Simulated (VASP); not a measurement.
# Formation energies of carbides

How stable are these compounds against their elements: TiC, ZrC, HfC, WC and SiC?

Calculated with VASP 6.6.1; r2SCAN; plane waves and PAW (Si, C), in the first sound run; inputs show where later runs differ.

The database entry behind the starting cell differs from later determinations by our own check (0.1 to 0.3 % short, probably kX units), so it need not match the best structure at ambient conditions.

## (1) The starting structure

The structure is cubic, space group F-43m (No. 216). Conventional cell: a = 4.348 Å, b = 4.348 Å, c = 4.348 Å, α = 90.00°, β = 90.00°, γ = 90.00°. Nearest to Si lie 4 C at 1.88 Å. C has 4 Si at 1.88 Å nearest. Farther neighbours are not listed.

As a file:

```xyz
2
Lattice="0.0000 2.1740 2.1740 2.1740 0.0000 2.1740 2.1740 2.1740 0.0000" Properties=species:S:1:pos:R:3 pbc="T T T"
Si    0.0000    0.0000    0.0000
C     1.0870    1.0870    1.0870
```

## (2) Relax the crystal, r2SCAN

One member in full, SiC: cell and atoms relax.

Level: r2SCAN; plane waves and PAW (Si, C).

INCAR reads:

```
SYSTEM = SiC
PREC = Accurate
ENCUT = 520
EDIFF = 1E-07
NELM = 120
ISMEAR = 1
SIGMA = 0.1
LREAL = .FALSE.
ALGO = Normal
METAGGA = R2SCAN
LASPH = .TRUE.
NBANDS = 10
LORBIT = 11
LWAVE = .FALSE.
LCHARG = .FALSE.
KPAR = 2
IBRION = 2
NSW = 40
ISIF = 3
EDIFFG = -0.01
POTIM = 0.4
```

POSCAR reads:

```
SiC
1.0
    0.0000000000      2.1740000000      2.1740000000
    2.1740000000      0.0000000000      2.1740000000
    2.1740000000      2.1740000000      0.0000000000
Si C
1 1
Direct
    0.0000000000      0.0000000000      0.0000000000
    0.2500000000      0.2500000000      0.2500000000
```

KPOINTS reads:

```
Automatic mesh
0
Gamma
13 13 13
0 0 0
```

Potentials, in the order of the species: Si and C (PBE family, release 64).

Launch:

```bash
$ mpirun -np 2 vasp_std
```

What it wrote:

```text
[banner, memory and clock lines left out]
running    2 mpi-ranks, on    1 nodes
[...]
|                                                                             |
|               ----> ADVICE to this user running VASP <----                  |
|                                                                             |
|     You enforced a specific xc type in the INCAR file but a different       |
|     [... a line on the potential file left out ...]
|     I HOPE YOU KNOW WHAT YOU ARE DOING!                                     |
|                                                                             |

 LDA part: xc-table for (None), standard interpolation
 POSCAR, INCAR and KPOINTS ok, starting setup
[...]
entering main loop
       N       E                     dE             d eps       ncg     rms          rms(c)
DAV:   1    -0.962825384484E+00   -0.96283E+00   -0.42325E+03  1752   0.696E+02
DAV:   2    -0.217430693414E+02   -0.20780E+02   -0.19724E+02  2196   0.117E+02
[...]
DAV:   6    -0.193268068782E+02    0.76111E-06   -0.74875E-08   904   0.231E-03    0.944E-04
DAV:   7    -0.193268069649E+02   -0.86648E-07   -0.99734E-09   858   0.747E-04
   2 F= -.19326807E+02 E0= -.19326845E+02  d E =-.184198E-03
 trial-energy change:   -0.000184  1 .order   -0.000189   -0.001216    0.000839
 step:   0.5886(harm=  0.5919)  dis= 0.00000  next Energy=   -19.326980 (dE=-0.357E-03)
[...]
N       E                     dE             d eps       ncg     rms          rms(c)
DAV:   1    -0.193269965726E+02   -0.18969E-03   -0.28454E-03  1684   0.383E-01    0.630E-02
DAV:   2    -0.193269832734E+02    0.13299E-04   -0.15119E-04  1826   0.726E-02    0.342E-02
DAV:   3    -0.193269792827E+02    0.39907E-05   -0.19447E-05  1750   0.287E-02    0.901E-03
DAV:   4    -0.193269788293E+02    0.45344E-06   -0.20541E-06  1940   0.892E-03    0.492E-03
DAV:   5    -0.193269791033E+02   -0.27399E-06   -0.85410E-08  1046   0.211E-03    0.311E-03
DAV:   6    -0.193269793907E+02   -0.28742E-06   -0.17372E-08   848   0.116E-03    0.269E-04
DAV:   7    -0.193269794084E+02   -0.17767E-07   -0.15897E-09   840   0.355E-04
   3 F= -.19326979E+02 E0= -.19327017E+02  d E =-.356641E-03
[...]
reached required accuracy - stopping structural energy minimisation
```

Run time: 71 s. Hardware: 2 MPI ranks of Intel Xeon Platinum 8175M at 2.50GHz (Skylake/Cascade Lake), shared host; peak memory 0.27 GiB; 2.3 min of CPU time.

Lines that name or quote the potential files are left out of all logs, and their timing lines are given in words.

OUTCAR, selected parts (step 2):

```text
  Total        0.0002447      0.0002447      0.0002447      0.0000000      0.0000000     -0.0000000
  in kB        0.0189841      0.0189841      0.0189841      0.0000000      0.0000000     -0.0000000
  external PRESSURE =       0.0189841 kB  Pullay stress =       0.0000000 kB

 POSITION                                       TOTAL-FORCE (eV/Angst)
 -----------------------------------------------------------------------------------
      0.00000      0.00000      0.00000        -0.000000      0.000000     -0.000000
      1.08879      1.08879      1.08879         0.000000     -0.000000      0.000000
 -----------------------------------------------------------------------------------
    total drift:                               -0.000001     -0.000001     -0.000001

  FREE ENERGIE OF THE ION-ELECTRON SYSTEM (eV)
  ---------------------------------------------------
  free  energy   TOTEN  =       -19.3269794084 eV

  energy  without entropy=      -19.3270930208  energy(sigma->0) =      -19.32701728

 reached required accuracy - stopping structural energy minimisation

[... 3 further parts left out ...]
[key lines of the parts left out:]
E-fermi :   8.0437
```

Numbers from this step:

* energy(sigma→0) of the program: -19.3270 eV
* stress, compression positive: xx, yy, zz 0.00, 0.00, 0.00 GPa
* volume: 20.652 Å³
* ionic steps: 3

## (3) Density of states, r2SCAN

Tetrahedra on a denser mesh give the density of states; the gap in the table is that of the relaxation mesh.

Level: r2SCAN; plane waves and PAW (Si, C).

INCAR reads:

```
SYSTEM = SiC
PREC = Accurate
ENCUT = 520
EDIFF = 1E-06
NELM = 100
ISMEAR = -5
SIGMA = 0.1
LREAL = .FALSE.
ALGO = Normal
METAGGA = R2SCAN
LASPH = .TRUE.
NBANDS = 16
LORBIT = 11
LWAVE = .FALSE.
LCHARG = .FALSE.
KPAR = 2
NEDOS = 2001
```

POSCAR reads:

```
SiC
1.0
    0.0000000000      2.1775792884      2.1775792884
    2.1775792884      0.0000000000      2.1775792884
    2.1775792884      2.1775792884      0.0000000000
Si C
1 1
Direct
    0.0000000000      0.0000000000      0.0000000000
    0.2500000000      0.2500000000      0.2500000000
```

KPOINTS reads:

```
Automatic mesh
0
Gamma
18 18 18
0 0 0
```

Launch:

```bash
$ mpirun -np 2 vasp_std
```

What it wrote:

```text
[banner, memory and clock lines left out]
running    2 mpi-ranks, on    1 nodes
[...]
[... a notice as in an earlier step ...]

 LDA part: xc-table for (None), standard interpolation
 POSCAR, INCAR and KPOINTS ok, starting setup
[...]
entering main loop
       N       E                     dE             d eps       ncg     rms          rms(c)
DAV:   1    -0.130578856241E+01   -0.13058E+01   -0.38589E+03  6464   0.435E+02
DAV:   2    -0.218657252608E+02   -0.20560E+02   -0.19765E+02  8464   0.963E+01
DAV:   3    -0.223274359973E+02   -0.46171E+00   -0.46132E+00  7456   0.108E+01
DAV:   4    -0.223284286288E+02   -0.99263E-03   -0.99261E-03  8208   0.663E-01
[...]
DAV:   9    -0.193269753383E+02   -0.39323E-04   -0.38244E-04  8496   0.109E-01    0.116E-01
DAV:  10    -0.193270834533E+02   -0.10811E-03   -0.11471E-04  7456   0.668E-02    0.916E-03
DAV:  11    -0.193270826896E+02    0.76367E-06   -0.25172E-06  8264   0.722E-03
   1 F= -.19327083E+02 E0= -.19327083E+02  d E =0.000000E+00
```

Elapsed: 91 s, on 2 MPI ranks; peak memory 0.34 GiB; 3 min of CPU time.

From OUTCAR (step 3):

```text
  Total        0.0003312      0.0003312      0.0003312     -0.0000000     -0.0000000     -0.0000000
  in kB        0.0256987      0.0256987      0.0256987     -0.0000000     -0.0000000     -0.0000000
  external PRESSURE =       0.0256987 kB  Pullay stress =       0.0000000 kB

 POSITION                                       TOTAL-FORCE (eV/Angst)
 -----------------------------------------------------------------------------------
      0.00000      0.00000      0.00000        -0.000000     -0.000000     -0.000000
      1.08879      1.08879      1.08879         0.000000      0.000000      0.000000
 -----------------------------------------------------------------------------------
    total drift:                               -0.000001     -0.000001     -0.000001

  FREE ENERGIE OF THE ION-ELECTRON SYSTEM (eV)
  ---------------------------------------------------
  free  energy   TOTEN  =       -19.3270826896 eV

  energy  without entropy=      -19.3270826896  energy(sigma->0) =      -19.32708269

[... 3 further parts left out ...]
[key lines of the parts left out:]
E-fermi :   8.0096
```

Read from the output:

```
energy(sigma→0) of the program : -19.3271 eV
```

The run ends at a pressure of 0.00 GPa.

## (4) Reference C, r2SCAN

Level: r2SCAN; plane waves and PAW (C).

System, named by how it was started: C. Symmetry: Fd-3m, No. 227, cubic system. The conventional cell has a = 3.567 Å, b = 3.567 Å, c = 3.567 Å, α = 90.00°, β = 90.00°, γ = 90.00°. Nearest to C lie 4 C at 1.54 Å.

INCAR reads:

```
SYSTEM = C
PREC = Accurate
ENCUT = 520
EDIFF = 1E-07
NELM = 120
ISMEAR = 0
SIGMA = 0.05
LREAL = .FALSE.
ALGO = Normal
METAGGA = R2SCAN
LASPH = .TRUE.
NBANDS = 10
LORBIT = 11
LWAVE = .FALSE.
LCHARG = .FALSE.
KPAR = 2
IBRION = 2
NSW = 40
ISIF = 3
EDIFFG = -0.005
POTIM = 0.4
```

POSCAR reads:

```
C
1.0
    0.0000000000      1.7834000000      1.7834000000
    1.7834000000      0.0000000000      1.7834000000
    1.7834000000      1.7834000000      0.0000000000
C
2
Direct
    0.0000000000      0.0000000000      0.0000000000
    0.2500000000      0.2500000000      0.2500000000
```

KPOINTS reads:

```
Automatic mesh
0
Gamma
20 20 20
0 0 0
```

PAW data sets: C (PBE family, release 64).

Launch:

```bash
$ mpirun -np 2 vasp_std
```

What it wrote:

```text
[banner, memory and clock lines left out]
running    2 mpi-ranks, on    1 nodes
[...]
[... a notice as in an earlier step ...]

 LDA part: xc-table for (None), standard interpolation
 POSCAR, INCAR and KPOINTS ok, starting setup
[...]
entering main loop
       N       E                     dE             d eps       ncg     rms          rms(c)
DAV:   1    -0.269887114109E+01   -0.26989E+01   -0.50674E+03  5256   0.821E+02
DAV:   2    -0.215809111024E+02   -0.18882E+02   -0.17887E+02  6936   0.124E+02
DAV:   3    -0.219446074651E+02   -0.36370E+00   -0.36288E+00  6006   0.141E+01
DAV:   4    -0.219453429447E+02   -0.73548E-03   -0.73545E-03  5656   0.729E-01
[...]
DAV:  10    -0.196572902243E+02   -0.24544E-06   -0.28870E-06  6118   0.148E-02    0.664E-03
DAV:  11    -0.196572903642E+02   -0.13984E-06   -0.74121E-07  5626   0.829E-03    0.561E-04
DAV:  12    -0.196572903269E+02    0.37271E-07   -0.82598E-09  2788   0.766E-04
   1 F= -.19657290E+02 E0= -.19657290E+02  d E =-.196573E+02
[...]
DAV:   4    -0.196573399655E+02   -0.62350E-06   -0.51206E-07  5792   0.718E-03    0.165E-03
DAV:   5    -0.196573402228E+02   -0.25735E-06   -0.20647E-08  2814   0.158E-03    0.270E-04
DAV:   6    -0.196573402484E+02   -0.25561E-07   -0.12671E-09  2622   0.418E-04
   2 F= -.19657340E+02 E0= -.19657340E+02  d E =-.499215E-04
 trial-energy change:   -0.000050  1 .order   -0.000045   -0.000531    0.000440
 step:   0.5536(harm=  0.5467)  dis= 0.00000  next Energy=   -19.657438 (dE=-0.148E-03)
[...]
N       E                     dE             d eps       ncg     rms          rms(c)
DAV:   1    -0.196574296715E+02   -0.89449E-04   -0.15242E-03  5572   0.345E-01    0.315E-02
DAV:   2    -0.196574432334E+02   -0.13562E-04   -0.29907E-05  5352   0.500E-02    0.207E-02
DAV:   3    -0.196574384153E+02    0.48180E-05   -0.61722E-06  5446   0.194E-02    0.222E-03
DAV:   4    -0.196574382289E+02    0.18637E-06   -0.10287E-07  5250   0.321E-03    0.729E-04
DAV:   5    -0.196574381042E+02    0.12473E-06   -0.43981E-09  2608   0.724E-04    0.119E-04
DAV:   6    -0.196574380935E+02    0.10667E-07   -0.26482E-10  2572   0.191E-04
   3 F= -.19657438E+02 E0= -.19657438E+02  d E =-.147767E-03
[...]
reached required accuracy - stopping structural energy minimisation
```

Run time: 2.9 min. Hardware: 2 MPI ranks; peak memory 0.27 GiB.

OUTCAR, selected parts (step 4):

```text
  Total        0.0010069      0.0010069      0.0010069      0.0000000      0.0000000      0.0000000
  in kB        0.1426439      0.1426439      0.1426439      0.0000000      0.0000000      0.0000000
  external PRESSURE =       0.1426439 kB  Pullay stress =       0.0000000 kB

 POSITION                                       TOTAL-FORCE (eV/Angst)
 -----------------------------------------------------------------------------------
      0.00000      0.00000      0.00000         0.000000      0.000000      0.000000
      0.89079      0.89079      0.89079        -0.000000     -0.000000     -0.000000
 -----------------------------------------------------------------------------------
    total drift:                                0.000000      0.000000      0.000000

  FREE ENERGIE OF THE ION-ELECTRON SYSTEM (eV)
  ---------------------------------------------------
  free  energy   TOTEN  =       -19.6574380935 eV

  energy  without entropy=      -19.6574380935  energy(sigma->0) =      -19.65743809

[... 1 part as in an earlier step ...]

[... 3 further parts left out ...]
[key lines of the parts left out:]
E-fermi :  10.0816
```

Numbers from this step:

- energy(sigma→0) of the program: -19.6574 eV
- stress, compression positive: xx, yy, zz 0.01, 0.01, 0.01 GPa
- volume: 11.309 Å³
- ionic steps: 3

## (5) Reference Si, r2SCAN

Level: r2SCAN; plane waves and PAW (Si).

System, named by how it was started: Si. The structure is cubic, space group Fd-3m (No. 227). The conventional cell has a = 5.430 Å, b = 5.430 Å, c = 5.430 Å, α = 90.00°, β = 90.00°, γ = 90.00°. Si has 4 Si at 2.35 Å nearest.

Edit INCAR of step 4 so:

```diff
@@ -1,2 +1,2 @@
-SYSTEM = C
+SYSTEM = Si
 PREC = Accurate
```

POSCAR reads:

```
Si
1.0
    0.0000000000      2.7150000000      2.7150000000
    2.7150000000      0.0000000000      2.7150000000
    2.7150000000      2.7150000000      0.0000000000
Si
2
Direct
    0.0000000000      0.0000000000      0.0000000000
    0.2500000000      0.2500000000      0.2500000000
```

KPOINTS reads:

```
Automatic mesh
0
Gamma
13 13 13
0 0 0
```

Potentials, in the order of the species: Si (PBE family, release 64).

Launch:

```bash
$ mpirun -np 2 vasp_std
```

What it wrote:

```text
[banner, memory and clock lines left out]
running    2 mpi-ranks, on    1 nodes
[...]
[... a notice as in an earlier step ...]

 LDA part: xc-table for (None), standard interpolation
 POSCAR, INCAR and KPOINTS ok, starting setup
[...]
entering main loop
       N       E                     dE             d eps       ncg     rms          rms(c)
DAV:   1    -0.887758363123E+00   -0.88776E+00   -0.33489E+03  1680   0.634E+02
DAV:   2    -0.182166485554E+02   -0.17329E+02   -0.16689E+02  2278   0.862E+01
DAV:   3    -0.187138291463E+02   -0.49718E+00   -0.49617E+00  2178   0.132E+01
DAV:   4    -0.187169507373E+02   -0.31216E-02   -0.31211E-02  2072   0.127E+00
[...]
DAV:  10    -0.175500741078E+02   -0.16093E-04   -0.65025E-06  1910   0.212E-02    0.981E-03
DAV:  11    -0.175500776264E+02   -0.35186E-05   -0.14283E-06  2008   0.875E-03    0.252E-03
DAV:  12    -0.175500776328E+02   -0.64147E-08   -0.51290E-08  1146   0.154E-03
   1 F= -.17550078E+02 E0= -.17550078E+02  d E =-.175501E+02
[...]
N       E                     dE             d eps       ncg     rms          rms(c)
DAV:   1    -0.175504938908E+02   -0.41626E-03   -0.11697E-02  1810   0.518E-01    0.114E-01
DAV:   2    -0.175504381690E+02    0.55722E-04   -0.34715E-04  1904   0.112E-01    0.757E-02
DAV:   3    -0.175503680861E+02    0.70083E-04   -0.14594E-04  1786   0.596E-02    0.241E-02
DAV:   4    -0.175503675347E+02    0.55139E-06   -0.31860E-06  2080   0.133E-02    0.206E-02
DAV:   5    -0.175503639299E+02    0.36048E-05   -0.73833E-07  1848   0.578E-03    0.240E-03
DAV:   6    -0.175503640877E+02   -0.15780E-06   -0.19420E-08   926   0.119E-03    0.775E-04
DAV:   7    -0.175503641741E+02   -0.86439E-07   -0.23128E-09   890   0.461E-04
   2 F= -.17550364E+02 E0= -.17550364E+02  d E =-.286541E-03
 trial-energy change:   -0.000287  1 .order   -0.000297   -0.001030    0.000435
 step:   0.6936(harm=  0.7030)  dis= 0.00000  next Energy=   -17.550431 (dE=-0.353E-03)
[...]
N       E                     dE             d eps       ncg     rms          rms(c)
DAV:   1    -0.175504406584E+02   -0.76571E-04   -0.10992E-03  1812   0.159E-01    0.350E-02
DAV:   2    -0.175504356038E+02    0.50546E-05   -0.32266E-05  1900   0.343E-02    0.233E-02
DAV:   3    -0.175504297428E+02    0.58610E-05   -0.13817E-05  1784   0.183E-02    0.748E-03
DAV:   4    -0.175504301711E+02   -0.42827E-06   -0.29809E-07  1966   0.409E-03    0.633E-03
DAV:   5    -0.175504313165E+02   -0.11454E-05   -0.63825E-08   910   0.177E-03    0.950E-04
DAV:   6    -0.175504312577E+02    0.58718E-07   -0.53049E-09   868   0.612E-04
   3 F= -.17550431E+02 E0= -.17550431E+02  d E =-.353625E-03
[...]
reached required accuracy - stopping structural energy minimisation
```

Run time: 3.9 min. Hardware: 2 MPI ranks; peak memory 0.33 GiB; 7.1 min of CPU time.

OUTCAR, selected parts (step 5):

```text
   ENCUT  =  520.0 eV  38.22 Ry    6.18 a.u.   7.14  7.14  7.14*2*pi/ulx,y,z

   NELECT =       8.0000    total number of electrons

 E-fermi :   5.9536

 k-point     1 :       0.0000    0.0000    0.0000
  band No.  band energies     occupation
      1      -6.8038      2.00000
      2       5.6872      2.00000
      3       5.6872      2.00000
      4       5.6872      2.00000
      5       8.4434      0.00000
      6       8.4434      0.00000
      7       8.4434      0.00000
      8       9.6150      0.00000
      9      13.8116      0.00000
    ...

  Total        0.0012893      0.0012893      0.0012893     -0.0000000      0.0000000     -0.0000000
  in kB        0.0513339      0.0513339      0.0513339     -0.0000000      0.0000000     -0.0000000
  external PRESSURE =       0.0513339 kB  Pullay stress =       0.0000000 kB

 POSITION                                       TOTAL-FORCE (eV/Angst)
 -----------------------------------------------------------------------------------
      0.00000      0.00000      0.00000        -0.000000     -0.000000     -0.000000
      1.35992      1.35992      1.35992         0.000000      0.000000      0.000000
 -----------------------------------------------------------------------------------
    total drift:                               -0.000000     -0.000000     -0.000000

  FREE ENERGIE OF THE ION-ELECTRON SYSTEM (eV)
  ---------------------------------------------------
  free  energy   TOTEN  =       -17.5504312577 eV

  energy  without entropy=      -17.5504312577  energy(sigma->0) =      -17.55043126

[... 2 parts as in an earlier step ...]

[... 15 further parts left out ...]
```

CONTCAR:

```
Si
   1.00000000000000
     0.0000000000000000    2.7198462877316598    2.7198462877316598
     2.7198462877316598   -0.0000000000000000    2.7198462877316598
     2.7198462877316598    2.7198462877316598    0.0000000000000000
  Si
     2
Direct
     0.0000000000000000    0.0000000000000000    0.0000000000000000
     0.2500000000000000    0.2500000000000000    0.2500000000000000
```

Numbers from this step:

- energy(sigma→0) of the program: -17.5504 eV
- stress, compression positive: xx, yy, zz 0.01, 0.01, 0.01 GPa
- volume: 40.240 Å³
- ionic steps: 3

By hand, from the ends of the relaxations: [-19.3270 − 1 × (-8.7752) − 1 × (-9.8287)] / 2 = -0.362 eV/atom.

## (6) The table

Notes on database entries: that of Fm-3m HfC differs from later determinations by our own check (about 0.2 % long); that of F-43m SiC differs from later determinations by our own check (0.1 to 0.3 % short, probably kX units).

The other members went through these steps as far as the tables show, with one cutoff, and the other elements were relaxed alike; 19 runs are not shown, of which 1 ended short or failed. The session took 4.1 core hours (wall time by ranks) on a shared machine.

Begun without a formation energy, since its run or a reference did not finish: Mo2C (Pbcn).

| compound | space group | atoms | volume (Å³/atom) | formation energy (eV/atom) | gap on the mesh (eV) |
| --- | --- | --- | --- | --- | --- |
| TiC | Fm-3m | 2 | 10.168 | -1.045 | 0.000 |
| ZrC | Fm-3m | 2 | 13.089 | -1.072 | 0.000 |
| HfC | Fm-3m | 2 | 12.475 | -1.168 | 0.000 |
| WC | P-6m2 | 2 | 10.463 | -0.219 | 0.000 |
| SiC | F-43m | 2 | 10.326 | -0.362 | 1.797 |

## (7) Outcome

```
TiC (Fm-3m) : -1.04 eV/atom
ZrC (Fm-3m) : -1.07 eV/atom
HfC (Fm-3m) : -1.17 eV/atom
WC (P-6m2)  : -0.22 eV/atom
SiC (F-43m) : -0.36 eV/atom
```

In words: HfC has the lowest formation energy per atom (-1.17 eV) and WC the highest (-0.22 eV). Elements and compounds start from ASE's table, typed cells or database entries, forms which need not be the lowest. Carbon is counted from diamond, not from graphite, the standard state, which lies lower at semilocal levels other than LDA and would make the values less negative. Static energies: no zero-point or thermal terms. The meshes of the relaxations leave a few meV per atom open.

[Lines on the potential files, build, host, timing and source positions are cut from VASP's logs without a mark.]

[Logs are printed without paths, hosts, clocks, repeated set-up lines and the standing remarks that a program may print on its own settings, such as how far it seeks lower states.]

[Hosts, paths, dates, database ids (printed as entryN), source tags and the programs' standing remarks are cut or masked in the printed files.]
